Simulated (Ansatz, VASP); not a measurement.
# CuSn3 in VASP and in Ansatz

The input INCAR:

```
ALGO = Normal
EDIFF = 1E-7
ENCUT = 520
GGA = PE
ISIF = 2
ISMEAR = -1
LASPH = True
LCHARG = False
LREAL = False
LWAVE = False
NBANDS = 63
NELM = 60
PREC = Accurate
SIGMA = 0.05
```

KPOINTS

```
k-points
0
Gamma
  5 5 6
```

POSCAR

```
CuSn3
1.0
    6.5784338650      0.0000000000      0.0000000000
   -3.2892169325      5.6970908441      0.0000000000
    0.0000000000      0.0000000000      4.9712176725
Sn Cu
6 2
Direct
    0.1723395050      0.3446790100      0.2500000000
    0.1723395050      0.8276604950      0.2500000000
    0.6553209900      0.8276604950      0.2500000000
    0.8276604950      0.6553209900      0.7500000000
    0.8276604950      0.1723395050      0.7500000000
    0.3446790100      0.1723395050      0.7500000000
    0.3333333333      0.6666666667      0.7500000000
    0.6666666667      0.3333333333      0.2500000000
```

Contents of input.yaml:

```yaml
crystal:
  lattice:
    - [6.578433865, 0.0, 0.0]
    - [-3.2892169325, 5.6970908441, 0.0]
    - [0.0, 0.0, 4.9712176725]
  atoms:
    - { symbol: Sn, position: [0.172339505, 0.34467901, 0.25] }
    - { symbol: Sn, position: [0.172339505, 0.827660495, 0.25] }
    - { symbol: Sn, position: [0.65532099, 0.827660495, 0.25] }
    - { symbol: Sn, position: [0.827660495, 0.65532099, 0.75] }
    - { symbol: Sn, position: [0.827660495, 0.172339505, 0.75] }
    - { symbol: Sn, position: [0.34467901, 0.172339505, 0.75] }
    - { symbol: Cu, position: [0.3333333333, 0.6666666667, 0.75] }
    - { symbol: Cu, position: [0.6666666667, 0.3333333333, 0.25] }
hamiltonian:
  xc: pbe
  pseudopotentials: { kind: paw }
kpoints:
  mp_grid: { grid: [5, 5, 6] }
scf:
  occupations: { method: fermi_dirac, width: 0.05 }
output:
  forces: true
  stress: true
  eigenvalues: true
```

Change from the starting cell: volume scaled by 0.98.

Alike in both runs: task single point; functional PBE; k mesh 5 × 5 × 6; occupations fermi-dirac, width 0.05 eV; no spin polarisation.

|  | VASP | Ansatz |
| --- | --- | --- |
| version | VASP 6.6.1 | Ansatz 0.2.0 |
| potentials or method | VASP PAW PBE potentials, release 64 (Sn_d, Cu) | Ansatz PAW |
| plane-wave cutoff (eV) | 520 | 420 |
| valence electrons in the cell | 106 | 122 |

VASP gave:

```
gap on the k mesh at the Fermi level (eV)       : none
pressure (GPa)                                  : 1.4
largest component of the traceless stress (GPa) : 0.13
rms of the force components (eV/Å)              : 0.120
```

Problem. What did Ansatz give for the same quantities?

Solution. gap on the k mesh at the Fermi level (eV): none; pressure (GPa): 1.4; largest component of the traceless stress (GPa): 0.17; rms of the force components (eV/Å): 0.123.

Atom by atom the forces differ by 0.003 eV/Å (rms over components). A gap of «none» marks a metal or a gap that the smearing closes. The two sets of potentials don't hold the same shells in valence.
